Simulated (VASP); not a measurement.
All values below come from PBE GGA, VASP's PBE PAW potentials (set 64) (plane waves; VASP).

A VASP calculation is set up with these files.

POSCAR:
```
SiC
1
    1.5708000000    -2.7207050000     0.0000000000
    1.5708000000     2.7207050000     0.0000000000
    0.0000000000     0.0000000000     5.1510000000
Si C
2 2
Direct
  0.6666670000   0.3333330000   0.5000000000
  0.3333330000   0.6666670000   0.0000000000
  0.6666670000   0.3333330000   0.8750000000
  0.3333330000   0.6666670000   0.3750000000
```

INCAR:
```
SYSTEM = SiC
PREC = Accurate
ENCUT = 520
EDIFF = 1E-6
NELM = 100
ALGO = Normal
LREAL = .FALSE.
LASPH = .TRUE.
ISMEAR = 0
SIGMA = 0.05
GGA = PE
LWAVE = .FALSE.
LCHARG = .FALSE.
ISIF = 2
```

File KPOINTS:
```
Regular mesh
0
gamma
  12 12 7
```

POTCAR, in this order: Si C (PBE.64 set). Program: vasp_std.

The resulting files:

File OSZICAR:
```
       N       E                     dE             d eps       ncg     rms          rms(c)
DAV:   1     0.373973718675E+02    0.37397E+02   -0.74780E+03  1824   0.120E+03
DAV:   2    -0.301622311831E+02   -0.67560E+02   -0.61987E+02  2636   0.188E+02
DAV:   3    -0.333978830710E+02   -0.32357E+01   -0.32195E+01  2404   0.417E+01
DAV:   4    -0.334396125105E+02   -0.41729E-01   -0.41690E-01  2316   0.548E+00
DAV:   5    -0.334404143185E+02   -0.80181E-03   -0.80161E-03  2360   0.722E-01    0.116E+01
DAV:   6    -0.301222489125E+02    0.33182E+01   -0.10353E+01  2216   0.201E+01    0.511E+00
DAV:   7    -0.300650651995E+02    0.57184E-01   -0.79821E-01  2384   0.592E+00    0.232E+00
DAV:   8    -0.300505369678E+02    0.14528E-01   -0.42948E-02  2136   0.157E+00    0.531E-01
DAV:   9    -0.300499189986E+02    0.61797E-03   -0.61902E-03  2304   0.604E-01    0.133E-01
DAV:  10    -0.300502076204E+02   -0.28862E-03   -0.82925E-04  2172   0.203E-01    0.563E-02
DAV:  11    -0.300502220632E+02   -0.14443E-04   -0.15546E-04  2192   0.934E-02    0.126E-02
DAV:  12    -0.300502233583E+02   -0.12951E-05   -0.55565E-06  2264   0.193E-02    0.332E-03
DAV:  13    -0.300502238963E+02   -0.53806E-06   -0.29266E-07  1404   0.468E-03
   1 F= -.30050224E+02 E0= -.30050224E+02  d E =-.623396E-11
```

### OUTCAR
```
------------------------ aborting loop because EDIFF is reached ----------------------------------------
  FORCE on cell =-STRESS in cart. coord.  units (eV):
  Direction    XX          YY          ZZ          XY          YZ          ZX
  --------------------------------------------------------------------------------------
  Total       -2.6030792     -2.6030784     -2.3365997      0.0000000      0.0000000      0.0000000
  in kB      -94.7270634    -94.7270350    -85.0297719      0.0000000      0.0000000      0.0000000
  external PRESSURE =     -91.4946234 kB  Pullay stress =       0.0000000 kB
  volume of cell :       44.03
      direct lattice vectors                 reciprocal lattice vectors
     1.570800000 -2.720705000  0.000000000     0.318309142 -0.183775896  0.000000000
     1.570800000  2.720705000  0.000000000     0.318309142  0.183775896  0.000000000
     0.000000000  0.000000000  5.151000000     0.000000000  0.000000000  0.194137061
  FREE ENERGIE OF THE ION-ELECTRON SYSTEM (eV)
  ---------------------------------------------------
  free  energy   TOTEN  =       -30.0502238963 eV

  energy  without entropy=      -30.0502238963  energy(sigma->0) =      -30.05022390
```
(Selected blocks of OUTCAR.)

The compound is SiC in the wurtzite structure, the rare 2H polytype. The cell was not relaxed at this level. The run is one of a series of settings (KPOINTS 12×12×7 Γ-centred mesh against the base run), some of them coarse on purpose.
